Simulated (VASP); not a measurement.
All values below come from PBE GGA, VASP's PBE PAW potentials (set 64) (plane waves; VASP 6.6.1).

A VASP calculation is set up with these files.

KPOINTS:
```
Automatic mesh
0
Gamma
13 13 4
0 0 0
```

POSCAR:
```
Zn
1.0
  2.8313980000   0.0000000000   0.0000000000
 -1.4156990000   2.4520630000   0.0000000000
  0.0000000000   0.0000000000   9.1100450000
Zn
4
Cartesian
  0.0000000000   0.0000000000   0.0000000000
  0.0000000000   0.0000000000   4.5550225000
 -0.0000014157   1.6347094840   2.2775112500
  1.4157004157   0.8173535160   6.8325337500
```

INCAR:
```
SYSTEM  =  Zn
PREC  =  Accurate; ENCUT  =  300; LREAL  =  .FALSE.
LASPH  =  .TRUE.
EDIFF  =  1E-6; NELM  =  100; ALGO  =  Normal
LMAXMIX  =  4
ISMEAR  =  0; SIGMA  =  0.272
GGA  =  PE
ISIF  =  2
LWAVE  =  .FALSE.; LCHARG  =  .FALSE.
```

POTCAR, in this order: Zn (PBE.64 set). Program: vasp_std.

Output of the run:

### OSZICAR
```
       N       E                     dE             d eps       ncg     rms          rms(c)
DAV:   1     0.220031684716E+03    0.22003E+03   -0.17643E+04  3552   0.186E+03
DAV:   2     0.596590861075E+01   -0.21407E+03   -0.20882E+03  3536   0.342E+02
DAV:   3    -0.459064391241E+01   -0.10557E+02   -0.10458E+02  3856   0.907E+01
DAV:   4    -0.467529932939E+01   -0.84655E-01   -0.84540E-01  3760   0.856E+00
DAV:   5    -0.467562943034E+01   -0.33010E-03   -0.32887E-03  3856   0.303E-01    0.515E+00
DAV:   6    -0.435182001327E+01    0.32381E+00   -0.17693E+00  3868   0.210E+01    0.401E+00
DAV:   7    -0.433661629949E+01    0.15204E-01   -0.50002E-02  3732   0.289E+00    0.213E+00
DAV:   8    -0.432816208061E+01    0.84542E-02   -0.30401E-03  4344   0.945E-01    0.829E-02
DAV:   9    -0.432810487706E+01    0.57204E-04   -0.42216E-04  4124   0.688E-01    0.398E-02
DAV:  10    -0.432812394821E+01   -0.19071E-04   -0.18315E-04  3832   0.145E-01    0.213E-02
DAV:  11    -0.432811991380E+01    0.40344E-05   -0.41573E-05  3704   0.127E-01    0.527E-03
DAV:  12    -0.432812029499E+01   -0.38119E-06   -0.72840E-06  3576   0.465E-02
   1 F= -.43281203E+01 E0= -.42981891E+01  d E =-.598624E-01
```

**OUTCAR**
```
------------------------ aborting loop because EDIFF is reached ----------------------------------------
  FORCE on cell =-STRESS in cart. coord.  units (eV):
  Direction    XX          YY          ZZ          XY          YZ          ZX
  --------------------------------------------------------------------------------------
  Total       -1.0919317     -1.0919320     -0.9649422     -0.0000000      0.0000000      0.0000000
  in kB      -27.6600508    -27.6600599    -24.4432431     -0.0000000      0.0000000      0.0000000
  external PRESSURE =     -26.5877846 kB  Pullay stress =       0.0000000 kB
  volume of cell :       63.25
      direct lattice vectors                 reciprocal lattice vectors
     2.831398000  0.000000000  0.000000000     0.353182421  0.203909932  0.000000000
    -1.415699000  2.452063000  0.000000000     0.000000000  0.407819864  0.000000000
     0.000000000  0.000000000  9.110045000     0.000000000  0.000000000  0.109768942
 POSITION                                       TOTAL-FORCE (eV/Angst)
 -----------------------------------------------------------------------------------
      0.00000      0.00000      0.00000         0.000000      0.000000      0.000000
      0.00000      0.00000      4.55502         0.000000      0.000000      0.000000
     -0.00000      1.63471      2.27751        -0.000000      0.000000     -0.000000
      1.41570      0.81735      6.83253        -0.000000      0.000000      0.000000
 -----------------------------------------------------------------------------------
    total drift:                                0.000000     -0.000000      0.000000
  FREE ENERGIE OF THE ION-ELECTRON SYSTEM (eV)
  ---------------------------------------------------
  free  energy   TOTEN  =        -4.3281202950 eV

  energy  without entropy=       -4.2682578701  energy(sigma->0) =       -4.29818908
```
(Selected blocks of OUTCAR.)

At this cut-off the stress carries a Pulay error, which pulls relaxed volumes low.

The structure was generated: Zn was put into an ordered model structure, which need not be its known phase. The cell was not relaxed at this level.
